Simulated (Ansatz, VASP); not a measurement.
ReTeOs3 in VASP and in Ansatz

File INCAR:

```
PREC = Accurate
ENCUT = 520
EDIFF = 1E-6
ISMEAR = 0
SIGMA = 0.1
LREAL = F
LASPH = T
NELM = 100
ALGO = Normal
ISIF = 2
LWAVE = F
LCHARG = F
GGA = PE
NBANDS = 26
```

Contents of KPOINTS:

```
Automatic mesh
0
Gamma
  8 8 8
```

File POSCAR:

```
ReTeOs3
1.0
    4.7381308477      0.0000000000      0.0000000000
    0.0000000000      4.7381308477      0.0000000000
    0.0000000000      0.0000000000      4.7381308477
Re Te Os
1 1 3
Direct
    0.5000000000      0.5000000000      0.5000000000
    0.0000000000      0.0000000000      0.0000000000
    0.5000000000      0.5000000000      0.0000000000
    0.0000000000      0.5000000000      0.5000000000
    0.5000000000      0.0000000000      0.5000000000
```

Input for Ansatz:

```yaml
crystal:
  lattice:
    - [4.7381308477, 0.0, 0.0]
    - [0.0, 4.7381308477, 0.0]
    - [0.0, 0.0, 4.7381308477]
  atoms:
    - { symbol: Re, position: [0.5, 0.5, 0.5] }
    - { symbol: Te, position: [0.0, 0.0, 0.0] }
    - { symbol: Os, position: [0.5, 0.5, 0.0] }
    - { symbol: Os, position: [0.0, 0.5, 0.5] }
    - { symbol: Os, position: [0.5, 0.0, 0.5] }
basis:
  ecutwfc: 420
kpoints:
  mp_grid: { grid: [8, 8, 8] }
  band_path:
    path:
      - [[0.0, 0.0, 0.0], [0.0, 0.5, 0.0], [0.5, 0.5, 0.0], [0.0, 0.0, 0.0], [0.5, 0.5, 0.5], [0.0, 0.5, 0.0]]
      - [[0.5, 0.5, 0.5], [0.5, 0.5, 0.0]]
    npoints: 14
hamiltonian:
  xc: pbe
scf:
  occupations: { method: gaussian, width: 0.1 }
  n_extra_bands: 12
output:
  forces: true
  stress: true
  eigenvalues: true
  populations: true
  dos: { projected: true, de: 0.02, nscf_kmesh: { grid: [10, 10, 10] } }
  bader: true
  write_density: true
  write_potential: true
  elf: true
  volumetric_format: npy
```

The cell was built by a generator and needn't be a form met in nature.

Alike in both runs: task single point; functional PBE; k mesh 8 × 8 × 8; occupations gaussian, width 0.1 eV; no spin polarisation.

|  | VASP | Ansatz |
| --- | --- | --- |
| version | VASP 6.6.1 | Ansatz 0.2.0 |
| potentials or method | VASP PAW PBE potentials, release 64 (Re, Te, Os) | scalar-relativistic, plane waves, PAW |
| plane-wave cutoff (eV) | 520 | 420 |
| valence electrons in the cell | 37 | 79 |

```csv
,VASP,Ansatz,Ansatz less VASP
gap on the k mesh at the Fermi level (eV),none,none,-
pressure (GPa),-0.8,0.0,+0.77
```

A gap of «none» marks a metal or a gap that the smearing closes. With one functional, cell and mesh, what is left measures potentials, basis and numerics. The two sets of potentials don't hold the same shells in valence.

The runs have no spin-orbit coupling, so splittings on Os, Re, Te are missing.
